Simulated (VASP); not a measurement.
# As: relaxation of cell and atoms with PBEsol

Crystal: As.

```
CELL_PARAMETERS angstrom
1.89371 1.09334 3.36775
-1.89371 1.09334 3.36775
0.00000 -2.18667 3.36775
ATOMIC_POSITIONS crystal
As 0.76957 0.76957 0.76957
As 0.23043 0.23043 0.23043
```

```yaml
Program: VASP 6.6.1
Task: relaxation of cell and atoms
Functional: PBEsol
Potentials_or_basis: VASP PAW PBE potentials, release 64 (As)
Cutoff: 600 eV
k_mesh: 12 × 12 × 10
Occupations: gaussian, width 0.03 eV
Spin: no spin polarisation
Further_INCAR_settings: ALGO = Normal; EDIFF = 1e-07; IBRION = 2; EDIFFG = -0.005; NSW = 90; ISIF = 3
```

```yaml
Relaxed_volume: 20.92 Å³/atom
Relaxed_cell: a = 4.016 Å, b = 4.016 Å, c = 4.016 Å, α = 56.26°, β = 56.26°, γ = 56.26°
Space_group_after_relaxing_to_0.05_Å: R-3m (No. 166)
Energy_gained_by_relaxing: 0.0 meV/atom
Ionic_steps: 2
Pressure_after_relaxing: 0.0 GPa
Band_gap_on_the_k_mesh: none (metal or under the smearing width)
```

Forces in eV/Å, atoms in the order of the input:
```
As   0.000  0.000  0.002
As   0.000  0.000 -0.002
```

Final structure:
```
As
1.0
     1.89355    1.09324    3.36868
    -1.89355    1.09324    3.36868
     0.00000   -2.18648    3.36868
As
2
Direct
  0.76958 0.76958 0.76958
  0.23042 0.23042 0.23042
```

Levels at points of the mesh, in eV from the Fermi level:
```csv
k point,band 1,band 2,band 3,band 4,band 5,band 6,band 7,band 8,band 9
"(0.00, 0.00, 0.00)",-15.17,-5.63,-2.43,-2.11,-2.11,2.05,3.07,3.07,6.39
"(0.50, 0.00, 0.00)",-12.33,-11.33,-2.61,-2.43,-0.40,-0.34,0.18,0.83,9.28
"(0.50, 0.50, 0.00)",-12.29,-9.57,-6.39,-4.41,-4.33,1.49,5.65,6.64,7.64
"(0.50, 0.50, 0.50)",-13.48,-10.43,-1.75,-1.75,-0.74,0.32,0.32,1.50,8.35
```

It took 110 s on 1 thread of Intel(R) Xeon(R) Platinum 8488C (Sapphire Rapids), with other jobs on the host, peak memory 0.31 GiB.

Caveat: the PAW data sets were made with another functional, which shifts forces and pressure a little.
